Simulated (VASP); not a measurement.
Write the native input for VASP 6.6.1 that does the following.

| Item | Value |
| --- | --- |
| Task | density of states |
| Functional | PBEsol |
| Potentials or basis | VASP PAW PBE potentials, release 64 (Mo_sv) |
| Cutoff | 520 eV |
| k mesh | 18 × 18 × 18 |
| Occupations | gaussian, width 0.1 eV |
| Spin | no spin polarisation |
| k mesh for the DOS | 27 × 27 × 27 |
| Occupations for the DOS | tetrahedron |
| Further INCAR settings | ALGO = Normal; EDIFF = 1e-07 |

The system is Mo.

```
Mo
1.0
    -1.56568    1.56568    1.56568
     1.56568   -1.56568    1.56568
     1.56568    1.56568   -1.56568
Mo
1
Direct
  0.00000 0.00000 0.00000
```

One way to write it, as run:

POSCAR

```
Mo                                      
1.0
   -1.5656777642      1.5656777642      1.5656777642
    1.5656777642     -1.5656777642      1.5656777642
    1.5656777642      1.5656777642     -1.5656777642
  Mo            
     1
Direct
     0.0000000000000000    0.0000000000000000    0.0000000000000000
```

INCAR.step1

```
PREC = Accurate
ENCUT = 520
EDIFF = 1E-7
ISMEAR = 0
SIGMA = 0.1
LREAL = F
LASPH = T
NELM = 80
ALGO = Normal
ISIF = 2
LWAVE = F
LCHARG = T
LMAXMIX = 4
GGA = PS
```

KPOINTS.step1

```
regular mesh
0
Gamma
  18 18 18
```

INCAR.step2

```
PREC = Accurate
ENCUT = 520
EDIFF = 1E-7
ISMEAR = -5
SIGMA = 0.1
LREAL = F
LASPH = T
NELM = 80
ALGO = Normal
ISIF = 2
LWAVE = F
LCHARG = F
LMAXMIX = 4
GGA = PS
LORBIT = 11
NEDOS = 1001
ICHARG = 11
```

KPOINTS.step2

```
regular mesh
0
Gamma
  27 27 27
```

Potentials or basis: VASP PAW PBE potentials, release 64 (Mo_sv).

Launch:

```console
$ cat potpaw_PBE.64/Mo_sv/POTCAR > POTCAR
$ cp INCAR.step1 INCAR
$ cp KPOINTS.step1 KPOINTS
$ mpirun -np 1 vasp_std > vasp.out
$ cp INCAR.step2 INCAR
$ cp KPOINTS.step2 KPOINTS
$ mpirun -np 1 vasp_std > vasp.out
```

It gave:

* Valence electrons inside the program's atomic spheres: Mo 12.54

It took 53 s on 1 thread of Intel(R) Xeon(R) Platinum 8488C (Sapphire Rapids) (shared host), peak memory 0.24 GiB.
